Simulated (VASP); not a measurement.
An input for Quantum ESPRESSO's pw.x (written as the equivalent of a VASP run, and not itself run):

```
&CONTROL
  calculation = 'vc-relax'
  pseudo_dir = './pseudo'
  outdir = './out'
  tprnfor = .true.
  tstress = .true.
  nstep = 50
  forc_conv_thr = 0.00039
/
&SYSTEM
  ibrav = 0
  nat = 2
  ntyp = 2
  ecutwfc = 56.6
  occupations = 'smearing'
  smearing = 'gaussian'
  degauss = 0.003675
  input_dft = 'pbesol'
/
&ELECTRONS
  conv_thr = 7.3e-08
  electron_maxstep = 100
/
&IONS
/
&CELL
/
ATOMIC_SPECIES
  Ba 137.327 Ba.upf
  S 32.060 S.upf
CELL_PARAMETERS angstrom
     0.0000000    3.2724470    3.2724470
     3.2724470    0.0000000    3.2724470
     3.2724470    3.2724470    0.0000000
ATOMIC_POSITIONS crystal
  Ba   0.0000000  0.0000000  0.0000000
  S    0.5000000  0.5000000  0.5000000
K_POINTS automatic
  4 4 4 0 0 0
```

Q: Translate this input to VASP (INCAR, KPOINTS, POSCAR, choice of POTCAR).

A: This is not unique; one that fits is 
POSCAR:
```
BaS
1.0
  0.0000000000   3.2724470000   3.2724470000
  3.2724470000   0.0000000000   3.2724470000
  3.2724470000   3.2724470000   0.0000000000
Ba S
1 1
Cartesian
  0.0000000000   0.0000000000   0.0000000000
  3.2724470000   3.2724470000   3.2724470000
```

**INCAR**
```
ALGO=Normal
EDIFF=1E-6
EDIFFG=-0.01
ENCUT=150
GGA=PS
IBRION=2
ISIF=3
ISMEAR=0
LASPH=.True.
LCHARG=.False.
LMAXMIX=4
LREAL=.False.
LWAVE=.False.
NELM=100
NSW=50
PREC=Accurate
SIGMA=0.05
SYSTEM=BaS
```

**KPOINTS**
```
K-points
0
gamma
  4 4 4
```

POTCAR, in this order: Ba_sv S (PBE.64 set). Program: vasp_std.

What does not carry over: the potentials are each code's own (VASP's PAW set, PseudoDojo norm-conserving files in pw.x), so ENCUT and ecutwfc are chosen apart and not converted; conv_thr bounds pw.x's estimated SCF error, while EDIFF bounds the energy change between steps; forc_conv_thr acts on force components and is met together with etot_conv_thr.

The structure comes from a computed database's BaS entry; how it stands against other phases isn't given here. This run relaxes it. Symmetry was kept, so distortions that lower it aren't found. The k-mesh is coarse (spacing up to 0.44 per Å, 2π included), so the numbers may not be converged in it. The run is one of a series of settings (EDIFFG = -0.01, ENCUT = 150, IBRION = 2, ISIF = 3, NSW = 50, KPOINTS 4×4×4 Γ-centred mesh against the base run), some of them coarse on purpose.
